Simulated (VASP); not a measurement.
## Al2Au: relaxation of cell and atoms with PBEsol

Al2Au:

```
Al Au
1.0
     0.00000    3.00000    3.00000
     3.00000    0.00000    3.00000
     3.00000    3.00000    0.00000
Al Au
2 1
Direct
  0.25000 0.25000 0.25000
  0.75000 0.75000 0.75000
  0.00000 0.00000 0.00000
```

```
Program                : VASP 6.6.1
Task                   : relaxation of cell and atoms
Functional             : PBEsol
Potentials or basis    : VASP PAW PBE potentials, release 64 (Al, Au)
Cutoff                 : 600 eV
k mesh                 : 12 × 12 × 12
Occupations            : methfessel-paxton, width 0.1 eV
Spin                   : no spin polarisation
Further INCAR settings : ALGO = Normal; EDIFF = 1e-07; IBRION = 2; EDIFFG = -0.005; NSW = 90; ISIF = 3
```

```yaml
Pressure_after_relaxing: 0.0 GPa
Band_gap_on_the_k_mesh: none (metal or under the smearing width)
```

Final structure:
```
Al Au
1.0
     0.00000    3.00000    3.00000
     3.00000    0.00000    3.00000
     3.00000    3.00000    0.00000
Al Au
2 1
Cartesian
  1.5000 1.5000 1.5000
  4.5000 4.5000 4.5000
  0.0000 0.0000 0.0000
```

Levels at points of the mesh, in eV from the Fermi level:
```tsv
k point	band 6	band 7	band 8	band 9	band 10	band 11	band 12
(0.00, 0.00, 0.00)	-5.64	2.27	2.92	2.92	2.92	3.93	3.93
(0.50, 0.00, 0.00)	-5.52	-5.47	0.36	0.36	3.25	3.60	3.82
(0.50, 0.50, 0.00)	-5.34	-5.04	-2.12	-2.12	1.29	2.03	7.66
```

Wall time 32 s on 4 MPI ranks on Intel(R) Xeon(R) Platinum 8259CL CPU @ 2.50GHz (Skylake/Cascade Lake) (shared host), peak memory 0.24 GiB a rank.

Caveat: the relaxation stopped at its first step, so nothing moved; the PAW data sets were made with another functional, which shifts forces and pressure a little. Spin-orbit coupling is left out, which matters for the levels of Au.
